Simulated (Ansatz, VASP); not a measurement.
# BiB in two plane-wave programs, part 2 of 2

Aim: how closely do two programs agree when they are given the same cell, functional and k mesh? The cell is invented: As first built, before any earlier steps moved the atoms (in the runner's words): it takes the BP structure with some of its atoms replaced by other elements, volume scaled by an estimate. It may not be a known or stable phase. The cell is taken from a series of VASP runs on this material, whose earlier steps may have relaxed, scaled or displaced it; both programs get it as it stands.

VASP 6.6.1 and Ansatz 0.2.0.

So far. Step 2 (VASP: band structure, HSE06, spin-orbit coupling): The k-mesh is coarse for exact exchange; levels may shift by about 0.1 eV on a finer one. VASP adds spin-orbit coupling inside the spheres on scalar-relativistic partial waves, which describe the 6p1/2 states imperfectly, so such gaps can be off by a tenth of an eV or more.

## Step 3: Ansatz: band structure, HSE06, spin-orbit coupling

Level of this step: Ansatz beside VASP: Kohn-Sham DFT, plane waves, HSE06, spin-orbit coupling (Ansatz).

Ansatz runs on its fully relativistic PAW (standard-fr) files.

The same cell, functional, mesh and smearing now go to Ansatz, which takes its cutoff from its data sets.

Input file input.yaml:

```yaml
crystal:
  lattice:
    - [0.0, 2.761376127, 2.761376127]
    - [2.761376127, 0.0, 2.761376127]
    - [2.761376127, 2.761376127, 0.0]
  atoms:
    - { symbol: Bi, position: [0.25, 0.25, 0.25] }
    - { symbol: B, position: [0.0, 0.0, 0.0] }
hamiltonian:
  xc: { exchange: pbe, correlation: pbe, exx: { coeff: 0.25, omega: 0.2 } }
  pseudopotentials: { kind: paw_fr }
magnetization:
  noncollinear: true
  spin_orbit: true
kpoints:
  mp_grid: { grid: [4, 4, 4] }
  band_path:
    path:
      - [0.0, 0.0, 0.0]
      - [0.5, 0.0, 0.5]
      - [0.5, 0.2, 0.7]
      - [0.4, 0.35, 0.75]
      - [0.15, 0.15, 0.3]
      - [0.2, 0.2, 0.2]
      - [0.55, 0.4, 0.55]
      - [0.6, 0.25, 0.65]
      - [0.5, 0.25, 0.75]
      - [0.5, 0.5, 0.5]
      - [0.375, 0.375, 0.75]
      - [0.5, 0.0, 0.5]
    npoints: 1
scf:
  occupations: { method: gaussian, width: 0.02 }
  n_extra_bands: 14
output:
  forces: true
  stress: true
  eigenvalues: true
```

Launch:

```bash
ansatz run input.yaml --threads 4 --pin off --max-ram 9216MiB --backend cpu --events-out ev --progress --plain --runs-dir out
```

Numbers of over 12 decimals in the logs are rounded to 6 here.

The program printed:

```text
Warning: output.stress: scf.convergence.dr2_threshold = 1e-7 eV (the SCF's general default) is looser than the 2e-10 eV advised for a printed stress (1e-10 eV for each atom of the cell: 2). What an SCF threshold leaves in a stress goes as its square root, and in the free energy as the threshold itself, and one threshold admits the most on a small cell: [figures from the program's tests cut] Set scf.convergence.dr2_threshold to 2e-10 eV or tighter. The threshold is an SCF's pass mark: one that does not reach it within its budget of iterations ends unconverged, or closes short of it on a stop that the run arms, and scf.convergence.dr2_threshold's page says what that costs each kind of run
Warning: output.stress: scf.exx.energy_threshold = 1e-6 eV is looser than the 2e-8 eV advised for a stress under a hybrid functional (1e-8 eV for each atom of the cell: 2). Every SCF of the exchange loop can meet its threshold on dr2 while the loop round them stops early: no threshold on dr2 bounds what that leaves in the stress. Set scf.exx.energy_threshold to 2e-8 eV or tighter. The threshold is the loop's pass mark: a loop that does not reach it within its budget of cycles ends unconverged, and scf.exx.energy_threshold's page has the law
scf.n_extra_bands = 14 over 18 filled bands (N_el = 18.0): the run solves 32 bands
Engine: ansatz 0.2.0, aarch64-unknown-linux-gnu
Pseudopotentials: kind: paw_fr
Pseudopotential: Bi, paw_fr, valence charge 15, recommended cutoff 420 eV (normal), Bi.paw.azcp#standard-fr
Pseudopotential: B, paw_fr, valence charge 3, recommended cutoff 420 eV (normal), B.paw.azcp#standard-fr
Functional definition: unnamed
  parameter a_1 = 0.25
  parameter omega_1 = 0.2/angstrom
  exchange = pbe_x + (-a_1)*pbe_x_sr(omega_1) + a_1*exact_x_sr(omega_1)
  correlation = pbe_c
non-collinear run that drives no moment, with spin-orbit: no starting moment large enough to seed its density (crystal.atoms[].spin), no starting occupations that ask for one, no magnetisation constraint and no magnetic field, so the semilocal B_xc is pinned to zero
Crystal: 2 atoms, lattice volume = 42.112 Å³
Basis set: ecut = 420 eV, 869 PW (Γ), exchange–correlation on 54×54×54 points (8 copies of the dense FFT grid, shifted against one another)
Bands: 32, of which v1, the nominal top of the filled ones, is band 18 counted from 1 (17 counted from 0)
Symmetry: 24 space group operations + 24 with time reversal
Magnetic group: BNS 216.75 (UNI 1577), of the structure as read, at distance tolerance 3.5e-5 Å
k-points: 8 of 64 (time reversal used)
Projection manifold: j_resolved (fully-relativistic pseudo-atomic orbitals)
Non-local potential: Bi, projectors of the file, l = 0: 2, l = 1: 4, l = 2: 4, l = 3: 4
Non-local potential: B, projectors of the file, l = 0: 2, l = 1: 4, l = 2: 2
PAW form: soft (Blöchl's): semilocal exchange-correlation on the pseudo side does not see the compensation charge
PAW frozen core: Bi, regenerated for the run's functional, and the local potential with it (the file was generated under x = pbe(κ = 0.804, μ = 0.219515), c = pbe(β = 0.066725))
PAW frozen core: B, regenerated for the run's functional, and the local potential with it (the file was generated under x = pbe(κ = 0.804, μ = 0.219515), c = pbe(β = 0.066725))
PAW one-centre angular grid: Bi, 590 points (default); XC on 160 Gauss nodes
PAW one-centre angular grid: B, 110 points (default); XC on 64 Gauss nodes
Initial density: superposition of atomic densities (chi_scale 0.1, normalization cell, long waves kept (reshape's long-wave potential 0.00 eV rms))
Initial wavefunctions: pseudopotential atomic-orbital guess
Functional: x = pbe(κ = 0.804, μ = 0.219515), c = pbe(β = 0.066725), warm-up for x = pbe(κ = 0.804, μ = 0.219515) + 0.25 (exact − pbe) at short range (hse, ω = 0.2 Å⁻¹), c = pbe(β = 0.066725)
SCF iter   1: F=—  HF=-12593.031469 eV  |F-HF|=—  |Δ(HF+E_count)|=         —  Δρ=5.40e-2  dr2=2.29e0  dr2_m=0.00e0 (ungated)  ethr=1.00e-1  |M|=0.00e0 ∫|m|=0.00e0 μB  |m|>n=0.0e0 m-floor=0.0e0 τ_xc=0.0e0  β_m=0.30  ⟨swp⟩=6.8  Hψ=953  notcnv=0
preconditioner: auto → none  [insulator: Δε(μ)=0.092 eV  Ē_g=21.678 eV  σ=0.020 eV  W_gap=1.00  n_scr=14 (ndim 8)  ℏωp=24.3 eV  f_vac=0.000  D(μ)=0.01/eV (n_scr^D=0)]
iter 2 solved again at ethr=1.22e-3 eV; its pass at ethr=1.27e-2 eV (dr2=2.20e-1 eV) is discarded
SCF iter   2: F=—  HF=-12592.439803 eV  |F-HF|=—  |Δ(HF+E_count)|=   5.92e-1  Δρ=2.03e-2  dr2=2.18e-1  dr2_m=0.00e0 (ungated)  ethr=1.22e-3  |M|=0.00e0 ∫|m|=0.00e0 μB  |m|>n=0.0e0 m-floor=0.0e0 τ_xc=0.0e0  β_m=0.35  ⟨swp⟩=4.0  Hψ=1118  notcnv=0  defer=5
SCF iter   3: F=—  HF=-12592.405452 eV  |F-HF|=—  |Δ(HF+E_count)|=   3.44e-2  Δρ=1.02e-2  dr2=3.58e-2  dr2_m=0.00e0 (ungated)  ethr=1.21e-3  |M|=0.00e0 ∫|m|=0.00e0 μB  |m|>n=0.0e0 m-floor=0.0e0 τ_xc=0.0e0  β_m=0.57  ⟨swp⟩=3.1  Hψ=557  notcnv=0  defer=3
SCF iter   4: F=—  HF=-12592.406737 eV  |F-HF|=—  |Δ(HF+E_count)|=   1.29e-3  Δρ=1.22e-3  dr2=4.34e-4  dr2_m=0.00e0 (ungated)  ethr=1.99e-4  |M|=0.00e0 ∫|m|=0.00e0 μB  |m|>n=0.0e0 m-floor=0.0e0 τ_xc=0.0e0  β_m=0.75  ⟨swp⟩=5.1  Hψ=610  notcnv=0  defer=8
[...]
Frozen-core exchange: fock
[...]
preconditioner: auto → none  [insulator: Δε(μ)=0.379 eV  Ē_g=14.187 eV  σ=0.020 eV  W_gap=1.00  n_scr=14 (ndim 8)  ℏωp=16.2 eV  f_vac=0.010  D(μ)=0.00/eV (n_scr^D=0)]
[...]
SCF iter   3: F=—  HF=-12566.917129 eV  |F-HF|=—  |Δ(HF+E_count)|=   5.79e-4  Δρ=1.24e-3  dr2=9.93e-4  dr2_m=0.00e0 (ungated)  ethr=1.46e-5  |M|=0.00e0 ∫|m|=0.00e0 μB  |m|>n=0.0e0 m-floor=0.0e0 τ_xc=0.0e0  β_m=0.59  ⟨swp⟩=3.0  Hψ=603  notcnv=0
SCF iter   4: F=—  HF=-12566.917093 eV  |F-HF|=—  |Δ(HF+E_count)|=   3.60e-5  Δρ=1.20e-4  dr2=6.58e-4  dr2_m=0.00e0 (ungated)  ethr=1.86e-6  |M|=0.00e0 ∫|m|=0.00e0 μB  |m|>n=0.0e0 m-floor=0.0e0 τ_xc=0.0e0  β_m=0.63  ⟨swp⟩=3.0  Hψ=425  notcnv=0
SCF iter   5: F=—  HF=-12566.924886 eV  |F-HF|=—  |Δ(HF+E_count)|=   7.79e-3  Δρ=5.69e-4  dr2=9.25e-5  dr2_m=0.00e0 (ungated)  ethr=4.08e-8  |M|=0.00e0 ∫|m|=0.00e0 μB  |m|>n=0.0e0 m-floor=0.0e0 τ_xc=0.0e0  β_m=0.63  ⟨swp⟩=5.0  Hψ=910  notcnv=0
SCF iter   6: F=—  HF=-12566.924865 eV  |F-HF|=—  |Δ(HF+E_count)|=   2.09e-5  Δρ=4.07e-5  dr2=9.56e-6  dr2_m=0.00e0 (ungated)  ethr=4.08e-8  |M|=0.00e0 ∫|m|=0.00e0 μB  |m|>n=0.0e0 m-floor=0.0e0 τ_xc=0.0e0  β_m=0.80  ⟨swp⟩=4.0  Hψ=596  notcnv=0
SCF iter   7: F=-12566.924944 eV  HF=-12566.924944 eV  |F-HF|=3.89e-7  |Δ(HF+E_count)|=   7.94e-5  Δρ=7.62e-5  dr2=1.20e-6  dr2_m=0.00e0 (ungated)  ethr=1.73e-9  |M|=0.00e0 ∫|m|=0.00e0 μB  |m|>n=0.0e0 m-floor=0.0e0 τ_xc=0.0e0  ⟨swp⟩=5.0  Hψ=950  notcnv=0
SCF 2 stopped early in 7 iterations: F = -12566.924944 eV  dr2 = 1.20e-6
hybrid outer 1: dexx = +8.700e-3 eV, tail = 1.34e-5 eV
Projection manifold: j_resolved (fully-relativistic pseudo-atomic orbitals)
Exchange kernel: α = 0.2500, screened, ω = 0.2000 Å⁻¹, Wigner–Seitz truncation, v(0) = 1098.0766 eV·Å³, q-mesh 4×4×4, nearest image of the exchange supercell L = 15.62 Å, pair-density grid 15×15×15, without the augmentation charges, whose exchange is taken in its separable form by FFT convolution over the k-point mesh (sized by the pseudopotential files, 24×24×24 at the most), smooth part of the exact exchange by density-matrix convolution
Frozen-core exchange: fock
SCF iter   1: F=—  HF=-12566.924982 eV  |F-HF|=—  |Δ(HF+E_count)|=         —  Δρ=1.91e-5  dr2=1.36e-6  dr2_m=0.00e0 (ungated)  ethr=3.72e-7  |M|=0.00e0 ∫|m|=0.00e0 μB  |m|>n=0.0e0 m-floor=0.0e0 τ_xc=0.0e0  β_m=0.30  ⟨swp⟩=4.2  Hψ=571  notcnv=0
preconditioner: auto → none  [insulator: Δε(μ)=0.590 eV  Ē_g=14.197 eV  σ=0.020 eV  W_gap=1.00  n_scr=14 (ndim 8)  ℏωp=16.2 eV  f_vac=0.010  D(μ)=0.00/eV (n_scr^D=0)]
SCF iter   2: F=—  HF=-12566.924983 eV  |F-HF|=—  |Δ(HF+E_count)|=   2.59e-7  Δρ=1.36e-5  dr2=1.28e-6  dr2_m=0.00e0 (ungated)  ethr=6.88e-10  |M|=0.00e0 ∫|m|=0.00e0 μB  |m|>n=0.0e0 m-floor=0.0e0 τ_xc=0.0e0  β_m=0.58  ⟨swp⟩=5.1  Hψ=688  notcnv=0
SCF iter   3: F=—  HF=-12566.924983 eV  |F-HF|=—  |Δ(HF+E_count)|=   1.31e-9  Δρ=6.63e-6  dr2=1.25e-6  dr2_m=0.00e0 (ungated)  ethr=2.38e-10  |M|=0.00e0 ∫|m|=0.00e0 μB  |m|>n=0.0e0 m-floor=0.0e0 τ_xc=0.0e0  β_m=0.52  ⟨swp⟩=3.5  Hψ=545  notcnv=0
SCF iter   4: F=—  HF=-12566.925020 eV  |F-HF|=—  |Δ(HF+E_count)|=   3.71e-5  Δρ=8.99e-6  dr2=3.53e-8  dr2_m=0.00e0 (ungated)  ethr=5.24e-11  |M|=0.00e0 ∫|m|=0.00e0 μB  |m|>n=0.0e0 m-floor=0.0e0 τ_xc=0.0e0  β_m=0.52  ⟨swp⟩=5.1  Hψ=900  notcnv=0
SCF iter   5: F=-12566.925020 eV  HF=-12566.925020 eV  |F-HF|=1.36e-10  |Δ(HF+E_count)|=   1.29e-8  Δρ=3.75e-6  dr2=6.29e-9  dr2_m=0.00e0 (ungated)  ethr=5.24e-11  |M|=0.00e0 ∫|m|=0.00e0 μB  |m|>n=0.0e0 m-floor=0.0e0 τ_xc=0.0e0  ⟨swp⟩=3.0  Hψ=460  notcnv=0
SCF 3 converged in 5 iterations: F = -12566.925020 eV  dr2 = 6.29e-9
  Residual-converged pass: ⟨swp⟩=3.0  Hψ=511  notcnv=0  max |occ|·‖R‖ = 2.3e-6 eV (tolerance 2.4e-6 eV)  dr2=6.26e-9  dr2_m=0.00e0 (ungated)  dr2_onsite=4.33e-10  max |Δocc| = 5.4e-104
hybrid outer 2: dexx = +8.462e-8 eV, tail = 1.55e-8 eV, Δε = 9.62e-4 eV (about 5.12e-5 eV left of the loop's levels)
NSCF: frozen V_eff on 12 k-points
hybrid SCF converged: 2 outer / 12 inner (+10 warm-up), last move |dexx| = 8.46e-8 eV, tail = 1.55e-8 eV
Magnetization: |M| = 0.0000 μB,  M = (+0.0000, +0.0000, +0.0000) μB
Absolute magnetization: 0.0000 μB (∫|m|)
  site 0: m = (+0.0000, +0.0000, +0.0000) μB, |m| = 0.0000 μB  (R = 0.99 Å)
  site 1: m = (+0.0000, +0.0000, +0.0000) μB, |m| = 0.0000 μB  (R = 0.99 Å)
Free energy (F): -12566.925020 eV
Frozen-core exchange: fock
Harris-Foulkes:  -12566.925020 eV  (|F-HF|=1.36e-10)
Internal energy: -12566.925020 eV  (E = F + TS)
E sigma→0 (E₀):  -12566.925020 eV
Fermi energy:    10.544104 eV
--- Per-component energies (eV) ---
  E_band       = -120.626542
  E_kinetic    = 347.643527
  E_local      = -1566.014525  (includes V_loc(G=0)·N_el)
  E_nonlocal   = 573.235607
  E_hartree    = 513.194724
  E_xc         = -145.213936
  E_vxc        = -142.964356  (∫ρ·V_xc dr)
  E_exx        = -40.311130  (= α·E_x^exact, valence–valence)
  E_paw        = -10756.865286  (= ΣΔE_a)
  E_vpaw       = -278.293688  (= ΣTr[D̂ρ^β])
  E_aug_tail   = -0.000388  (compensation charges beyond the density's cutoff)
  E_ewald      = -1492.738907
  E_core_change = 0.145294  (= ΣΔE_core)
  E_smearing   = -0.000000  (= −TS)
  E_closure    = -0.000000  (closes the sum)
  Σ components = -12566.925020   (vs F -12566.925020, Δ=0.00e0)
--- Forces (eV/Å), atoms counted from 1 ---
  atom   1  Bi    -0.00000000     0.00000000    -0.00000000
  atom   2  B      0.00000000    -0.00000000    -0.00000000
  max |Σ_I F_I| component: 3.70e-16 eV/Å
--- Stress (GPa, compression-positive) ---
       -3.274325       0.000000      -0.000000
        0.000000      -3.274325       0.000000
       -0.000000       0.000000      -3.274325
  P = ⅓ Tr σ = -3.2743 GPa (-32.743 kbar)
--- Band table (eV; the first three rows and the last of 8) ---
  k-point 0: bands = [... 14 lower, 10.2495, 10.2495, 10.2495, 10.2495, 10.8382, 10.8382, 12.4936, 12.4936, ... 10 higher]
  k-point 1: bands = [... 14 lower, 8.3342, 8.3342, 9.2622, 9.2911, 11.3339, 11.3339, 13.9584, 13.9584, ... 10 higher]
  k-point 2: bands = [... 14 lower, 7.6197, 7.6197, 8.6260, 8.6260, 10.9483, 10.9483, 14.4693, 14.4693, ... 10 higher]
  k-point 7: bands = [... 14 lower, 4.2221, 5.4726, 5.5434, 5.8147, 14.1688, 14.1778, 14.6213, 14.6533, ... 10 higher]
```

Wall time 62 s (4 threads of Arm Neoverse V2, shared host); peak memory 0.83 GiB.

## Step 4: Comparison

Known differences besides the potentials themselves: spin-orbit coupling enters by fully relativistic files in Ansatz and inside the spheres in VASP; exact exchange at q = 0 is treated differently, which shows on coarse meshes; VASP keeps PBE cores, Ansatz makes them for the functional; VASP takes a coarser grid for exact exchange (PRECFOCK = Fast). Total energies have different zeros and are not compared.

Both answers:

```csv
quantity,Ansatz,VASP,difference
gap over the path points (eV),0.589,0.579,+0.010
```

Levels at points of the path, from each program's valence-band top (eV; 6 filled, then empty):

```csv
k (reciprocal lattice),Ansatz,VASP
0.000 0.000 0.000,-1.53 -1.53 0.00 0.00 0.00 0.00 0.59 0.59 2.24 2.24 3.76 3.76,-1.30 -1.30 0.00 0.00 0.00 0.00 0.58 0.58 2.34 2.34 3.74 3.74
0.500 0.000 0.500,-9.05 -9.05 -4.58 -4.58 -3.60 -3.60 1.14 1.14 1.31 1.31 8.78 8.78,-9.01 -9.01 -4.49 -4.49 -3.62 -3.62 1.14 1.14 1.30 1.30 8.93 8.93
0.500 0.200 0.700,-8.98 -8.51 -5.91 -4.78 -4.58 -4.37 3.36 3.51 3.66 3.84 5.61 6.55,-8.91 -8.51 -5.77 -4.75 -4.59 -4.38 3.40 3.52 3.67 3.84 5.72 6.56
0.400 0.350 0.750,-8.93 -8.50 -6.06 -5.12 -3.70 -3.46 1.73 1.90 4.07 4.29 6.67 7.37,-8.86 -8.49 -5.95 -5.12 -3.66 -3.45 1.74 1.89 4.09 4.29 6.81 7.44
0.150 0.150 0.300,-5.15 -4.65 -3.48 -2.46 -1.09 -0.89 1.96 2.17 3.22 3.73 4.41 4.50,-5.08 -4.63 -3.37 -2.47 -1.04 -0.87 1.99 2.17 3.32 3.82 4.40 4.48
0.200 0.200 0.200,-4.46 -4.46 -1.63 -1.63 -0.74 -0.71 1.22 1.22 3.38 3.38 4.58 4.61,-4.40 -4.40 -1.53 -1.52 -0.74 -0.71 1.22 1.22 3.49 3.49 4.57 4.59
0.550 0.400 0.550,-8.72 -8.55 -4.27 -3.59 -2.50 -2.34 1.81 2.00 4.08 4.12 5.33 5.44,-8.68 -8.53 -4.17 -3.57 -2.47 -2.33 1.83 1.99 4.11 4.16 5.38 5.46
0.600 0.250 0.650,-8.93 -8.50 -6.06 -5.12 -3.70 -3.46 1.73 1.90 4.07 4.29 6.67 7.37,-8.86 -8.49 -5.95 -5.12 -3.66 -3.45 1.74 1.89 4.09 4.29 6.81 7.44
0.500 0.250 0.750,-8.96 -8.45 -6.03 -4.78 -4.71 -4.43 3.92 3.93 4.37 4.40 4.67 5.99,-8.89 -8.45 -5.88 -4.75 -4.73 -4.45 3.92 3.93 4.38 4.41 4.84 5.98
0.500 0.500 0.500,-8.79 -8.79 -2.63 -2.63 -1.62 -1.62 0.70 0.70 4.22 4.22 4.92 4.92,-8.75 -8.75 -2.51 -2.51 -1.63 -1.63 0.69 0.69 4.30 4.30 4.90 4.90
```

Among the levels compared at these points, filled levels agree within 224 meV and empty ones within 161 meV.

## Step 5: Further runs

Further runs change the set-up of one program: Ansatz's method, potentials or start, or VASP's data sets, cutoff or form of LDA. The table gives Ansatz less VASP for each quantity, since a change that brings one quantity closer may part another.

```csv
run,gap over the path points (eV)
as above,0.0095
cores kept as stored,0.0068
Ansatz's larger PAW set (cutoff 760 eV),-0.0012
norm-conserving potentials (cutoff 1034 eV),-0.095
```

## Step 6: Summary of results

```
difference in gap over the path points (band structure, HSE06, spin-orbit coupling) : 0.0095 eV
```

What this shows: The difference in gap over the path points is 0.0095 eV (band structure, HSE06, spin-orbit coupling), within the 0.08 eV picked in this series as the mark of a large difference. Band structure, HSE06, spin-orbit coupling, cores kept as stored: the difference in gap over the path points goes from 0.0095 to 0.0068 eV. Band structure, HSE06, spin-orbit coupling, Ansatz's larger PAW set (cutoff 760 eV): the difference in gap over the path points goes from 0.0095 to -0.0012 eV. Band structure, HSE06, spin-orbit coupling, norm-conserving potentials (cutoff 1034 eV): the difference in gap over the path points goes from 0.0095 to -0.095 eV. Such differences can come from data sets, numerical settings and the points named under the comparisons, not from the functional's error against experiment.

[Lines on the potential files, build, host, timing and source positions are cut from VASP's logs without a mark.]

[Logs are printed without paths, hosts, clocks, repeated set-up lines and the standing remarks that a program may print on its own settings, such as how far it seeks lower states.]

[Hosts, paths, dates, database ids (printed as entryN), source tags and the programs' standing remarks are cut or masked in the printed files.]
